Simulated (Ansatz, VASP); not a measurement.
# SrTiO3 in two plane-wave programs, part 2 of 2

One calculation is typed for both programs; each brings its own data sets. How far apart do they land? The structure shown is the end of the Ansatz relaxation below.

VASP 6.6.1 and Ansatz 0.2.0.

So far. Step 3 (VASP: single point, PBEsol, pair 1): The run ends at a pressure of 1.55 GPa.

**6. VASP: single point, PBEsol, pair 2**

Level of this step: PBEsol, no spin polarisation; plane waves and PAW (Sr_sv, Ti_sv, O) (VASP).

The same cell, functional, mesh and smearing now go to VASP, with its own data sets.

File INCAR:

```
SYSTEM = SrTiO3
PREC = Accurate
ENCUT = 600
EDIFF = 1E-06
NELM = 120
ISMEAR = -1
SIGMA = 0.02
LREAL = .FALSE.
ALGO = Normal
GGA = PS
NBANDS = 26
LASPH = .TRUE.
LORBIT = 11
LWAVE = .FALSE.
LCHARG = .FALSE.
ISIF = 2
GGA_COMPAT = .FALSE.
EFERMI = MIDGAP
KPAR = 2
```

File POSCAR:

```
SrTiO3
1.0
    3.9098045698      0.0000000000      0.0000000000
    0.0000000000      3.9098045698      0.0000000000
    0.0000000000      0.0000000000      3.8135181000
Sr Ti O
1 1 3
Direct
    0.0000000000      0.0000000000      0.0000000000
    0.5000000000      0.5000000000      0.5000000000
    0.5000000000      0.5000000000      0.0000000000
    0.5000000000      0.0000000000      0.5000000000
    0.0000000000      0.5000000000      0.5000000000
```

File KPOINTS:

```
Automatic mesh
0
Gamma
7 7 7
0 0 0
```

Potentials, in the order of the species: Sr_sv, Ti_sv and O (PBE family, release 64).

Launch:

```console
$ mpirun -np 2 vasp_std
```

Numbers of over 12 decimals in the logs are rounded to 6 here.

Log:

```text
[banner, memory and clock lines left out]
running    2 mpi-ranks, on    1 nodes
[...]
[... a notice as in an earlier step ...]

 LDA part: xc-table for (Slater+PW92), standard interpolation
 POSCAR, INCAR and KPOINTS ok, starting setup
[...]
entering main loop
       N       E                     dE             d eps       ncg     rms          rms(c)
DAV:   1     0.468952156246E+03    0.46895E+03   -0.23580E+04  2080   0.190E+03
DAV:   2     0.450078987657E+00   -0.46850E+03   -0.45282E+03  2370   0.492E+02
DAV:   3    -0.491896582930E+02   -0.49640E+02   -0.48889E+02  2910   0.151E+02
DAV:   4    -0.514808190500E+02   -0.22912E+01   -0.22871E+01  3080   0.289E+01
[...]
DAV:  15    -0.419940125715E+02    0.29641E-05   -0.25764E-05  2626   0.454E-02    0.138E-02
DAV:  16    -0.419940129347E+02   -0.36322E-06   -0.10373E-05  2460   0.223E-02    0.522E-03
DAV:  17    -0.419940126892E+02    0.24550E-06   -0.18628E-06  1686   0.142E-02
   1 F= -.41994013E+02 E0= -.41994013E+02  d E =-.364998E-22
```

From OUTCAR (step 6):

```text
  Total        0.1722624      0.1722624      2.6360257      0.0000000      0.0000000      0.0000000
  in kB        4.7344033      4.7344033     72.4476508      0.0000000      0.0000000      0.0000000
  external PRESSURE =      27.3054858 kB  Pullay stress =       0.0000000 kB

 POSITION                                       TOTAL-FORCE (eV/Angst)
 -----------------------------------------------------------------------------------
      0.00000      0.00000      0.00000         0.000000      0.000000      0.000000
      1.95490      1.95490      1.90676         0.000000      0.000000      0.000000
      1.95490      1.95490      0.00000         0.000000      0.000000      0.000000
      1.95490      0.00000      1.90676         0.000000      0.000000      0.000000
      0.00000      1.95490      1.90676         0.000000      0.000000      0.000000
 -----------------------------------------------------------------------------------
    total drift:                                0.000000     -0.000000     -0.000000

  FREE ENERGIE OF THE ION-ELECTRON SYSTEM (eV)
  ---------------------------------------------------
  free  energy   TOTEN  =       -41.9940126892 eV

  energy  without entropy=      -41.9940126892  energy(sigma->0) =      -41.99401269

[... 1 part as in an earlier step ...]

[... 2 further parts left out ...]
[key lines of the parts left out:]
E-fermi :   5.0712
```

The run ends at a pressure of 2.73 GPa.

**7. Comparison**

Compared:

| quantity | Ansatz | VASP | difference |
| --- | --- | --- | --- |
| pressure (GPa) | 2.24 | 2.73 | -0.49 |
| gap on the k mesh (eV) | 1.913 | 1.875 | +0.038 |

A gap on the mesh is an upper bound, since the band edges may lie between its points.

**8. Ansatz: relaxation, PBEsol**

This run makes the geometry at which the two programs are then compared. The cell compared in this pair holds 57.99 Å³, against 58.30 Å³ for the pair before.

The structure compared here is the end of the Ansatz relaxation.

File input.yaml:

```yaml
crystal:
  lattice:
    - [3.9205300875, 0.0, 0.0]
    - [0.0, 3.9205300875, 0.0]
    - [0.0, 0.0, 3.77460465]
  atoms:
    - { symbol: Sr, position: [0.0, 0.0, 0.0] }
    - { symbol: Ti, position: [0.5, 0.5, 0.5] }
    - { symbol: O, position: [0.5, 0.5, 0.0] }
    - { symbol: O, position: [0.5, 0.0, 0.5] }
    - { symbol: O, position: [0.0, 0.5, 0.5] }
kpoints:
  mp_grid: { grid: [7, 7, 7] }
scf:
  occupations: { method: fermi_dirac, width: 0.02 }
hamiltonian:
  xc: pbesol
  pseudopotentials: { kind: paw, azcp: { folder: soft_1 }, xc_functional: pbe }
basis:
  ecutwfc: 600
output:
  forces: true
  stress: true
relax:
  f_tol: 0.005
  max_steps: 70
  cell: { stress_tol: 0.02, p_target: 0, fix: [c, alpha, beta, gamma] }
```

Launch:

```console
$ ansatz run input.yaml --threads 4 --pin off --max-ram 10240MiB --backend cpu --events-out ev --progress --plain --runs-dir out
```

Log:

```text
[...]
Crystal: 5 atoms, lattice volume = 58.018 Å³
Basis set: ecut = 600 eV, 1919 PW (Γ), exchange–correlation on 64×64×64 points (8 copies of the dense FFT grid, shifted against one another)
Bands: 25, of which v1, the nominal top of the filled ones, is band 20 counted from 1 (19 counted from 0)
Symmetry: 16 space group operations
[...]
k-points: 40 of 343
[...]
P = ⅓ Tr σ = 3.5304 GPa (35.304 kbar)
--- Relaxed structure (3 steps of the walk, 3 accepted, 1 SCFs on fresh bases) ---
[...]
cell:  # Å, volume = 57.9868 Å³
    - [3.919483, 0, 0.0]
    - [0, 3.919483, 0.0]
    - [0.0, 0.0, 3.77460465]
  atoms:
    - { symbol: Sr, position: [0, 0, 0.0] }
    - { symbol: Ti, position: [0.5, 0.5, 0.5] }
    - { symbol: O, position: [0.5, 0.5, 0.0] }
    - { symbol: O, position: [0.5, 0, 0.5] }
    - { symbol: O, position: [0, 0.5, 0.5] }
[key lines of the parts left out:]
SCF converged after 8 iterations
Free energy (F): -7657.230419 eV
Fermi energy:    11.108730 eV
```

**9. VASP: single point, PBEsol, pair 3**

The same cell, functional, mesh and smearing now go to VASP, with its own data sets.

INCAR is that of step 6.

Edit POSCAR of step 6 so:

```diff
@@ -2,5 +2,5 @@
 1.0
-    3.9098045698      0.0000000000      0.0000000000
-    0.0000000000      3.9098045698      0.0000000000
-    0.0000000000      0.0000000000      3.8135181000
+    3.9194825329      0.0000000000      0.0000000000
+    0.0000000000      3.9194825329      0.0000000000
+    0.0000000000      0.0000000000      3.7746046500
 Sr Ti O
```

KPOINTS is that of step 6.

Launch:

```console
$ mpirun -np 2 vasp_std
```

Log:

```text
[... set-up lines as in an earlier step ...]
 entering main loop
       N       E                     dE             d eps       ncg     rms          rms(c)
DAV:   1     0.473212086945E+03    0.47321E+03   -0.23489E+04  2080   0.190E+03
DAV:   2     0.213814362285E+01   -0.47107E+03   -0.45609E+03  2316   0.497E+02
DAV:   3    -0.491053602762E+02   -0.51244E+02   -0.50548E+02  2912   0.152E+02
DAV:   4    -0.514169003492E+02   -0.23115E+01   -0.23073E+01  3048   0.292E+01
[...]
DAV:  15    -0.419599862129E+02    0.20580E-05   -0.12550E-05  2650   0.292E-02    0.147E-02
DAV:  16    -0.419599859037E+02    0.30915E-06   -0.16076E-05  2832   0.239E-02    0.594E-03
DAV:  17    -0.419599858261E+02    0.77644E-07   -0.17278E-06  1538   0.123E-02
   1 F= -.41959986E+02 E0= -.41959986E+02  d E =-.360235E-22
```

OUTCAR, selected parts (step 9):

```text
  Total        0.1729989      0.1729989      4.0408843      0.0000000     -0.0000000      0.0000000
  in kB        4.7799675      4.7799675    111.6498293      0.0000000     -0.0000000      0.0000000
  external PRESSURE =      40.4032548 kB  Pullay stress =       0.0000000 kB

 POSITION                                       TOTAL-FORCE (eV/Angst)
 -----------------------------------------------------------------------------------
      0.00000      0.00000      0.00000         0.000000      0.000000      0.000000
      1.95974      1.95974      1.88730         0.000000      0.000000      0.000000
      1.95974      1.95974      0.00000         0.000000      0.000000      0.000000
      1.95974      0.00000      1.88730         0.000000      0.000000      0.000000
      0.00000      1.95974      1.88730         0.000000      0.000000      0.000000
 -----------------------------------------------------------------------------------
    total drift:                                0.000000     -0.000000     -0.000000

  FREE ENERGIE OF THE ION-ELECTRON SYSTEM (eV)
  ---------------------------------------------------
  free  energy   TOTEN  =       -41.9599858261 eV

  energy  without entropy=      -41.9599858261  energy(sigma->0) =      -41.95998583

[... 1 part as in an earlier step ...]

[... 2 further parts left out ...]
[key lines of the parts left out:]
E-fermi :   5.1128
```

The run ends at a pressure of 4.04 GPa.

**10. Side by side**

The two programs side by side:

| quantity | Ansatz | VASP | difference |
| --- | --- | --- | --- |
| pressure (GPa) | 3.53 | 4.04 | -0.51 |
| gap on the k mesh (eV) | 1.908 | 1.868 | +0.039 |

A gap on the mesh is an upper bound, since the band edges may lie between its points.

**11. What came out**

- difference in gap on the k mesh (single point, PBEsol, pair 1): 0.038 eV
- difference in gap on the k mesh (single point, PBEsol, pair 2): 0.038 eV
- difference in gap on the k mesh (single point, PBEsol, pair 3): 0.039 eV
- difference in pressure (single point, PBEsol, pair 3): -0.51 GPa

**Reading.** The difference in pressure is -0.51 GPa (single point, PBEsol, pair 3), within the 1 GPa picked in this series as the mark of a large difference. 3 further runs of this series are not shown here. How closely two codes agree says nothing of how well the functional describes the real material.

[Lines on the potential files, build, host, timing and source positions are cut from VASP's logs without a mark.]

[Logs are printed without paths, hosts, clocks, repeated set-up lines and the standing remarks that a program may print on its own settings, such as how far it seeks lower states.]

[Hosts, paths, dates, database ids (printed as entryN), source tags and the programs' standing remarks are cut or masked in the printed files.]
